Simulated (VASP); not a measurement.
Crystal: K2CuBr2F2.

```
Br Cu K F
1.0
     5.02931    0.00000    0.00000
     0.00000    5.02931    0.00000
     0.00000    0.00000    6.63486
Br Cu K F
2 1 2 2
Cartesian
  2.5147 0.0000 0.0000
  0.0000 2.5147 0.0000
  0.0000 0.0000 0.0000
  2.5147 0.0000 3.3174
  0.0000 2.5147 3.3174
  2.5147 2.5147 3.3174
  0.0000 0.0000 3.3174
```

The cell comes from a database or a generator and needn't be the stable form of this composition.

| Quantity | Value |
| --- | --- |
| Program | VASP 6.6.1 |
| Task | single point |
| Functional | PBE |
| Potentials or basis | VASP PAW PBE potentials, release 64 (Br, Cu, K_sv, F) |
| Cutoff | 520 eV |
| k mesh | 5 × 5 × 4 |
| Occupations | fermi-dirac, width 0.05 eV |
| Spin | no spin polarisation |

On this cell: pressure 1.0 GPa; largest force under 0.003 eV/Å; band gap on the k mesh none (metal or under the smearing width).

The same run follows on a disturbed copy (atoms moved at random, drawn with an rms of 0.05 Å):

```xyz
7
Lattice="5.0293 0.0000 0.0000 0.0000 5.0293 0.0000 0.0000 0.0000 6.6349" Properties=species:S:1:pos:R:3 pbc="T T T"
Br    2.5211    0.0668   -0.0448
Br   -0.0213    2.5791    0.0257
Cu    0.0119    0.0061    0.0313
K     2.4789    0.0343    3.3283
K    -0.0400    2.5506    3.3067
F     2.4761    2.5502    3.3490
F    -0.0041   -0.0151    3.2552
```

What changes?

The energy (extrapolated to zero smearing) moves by +1.6 meV/atom; pressure 1.1 GPa; largest force 0.268 eV/Å; band gap on the k mesh none (metal or under the smearing width).

Forces on the atoms (eV/Å):
```
Br  -0.006  0.030  0.082
Br   0.007 -0.188 -0.056
Cu  -0.002  0.147  0.079
K    0.116  0.001 -0.071
K    0.005 -0.192  0.057
F    0.002 -0.017  0.002
F   -0.122  0.219 -0.094
```

Stress tensor (GPa, compression positive):
```
0.76 0.01 0.01
0.01 0.93 0.00
0.01 0.00 1.50
```

Caveats: an odd number of electrons without spin polarisation forces a metal; a magnetic or distorted state may lie lower; the run has no spin polarisation, though such a crystal can be magnetic; semilocal functionals often make such compounds metallic where correlation or magnetic order opens a gap, which also shifts bond lengths.
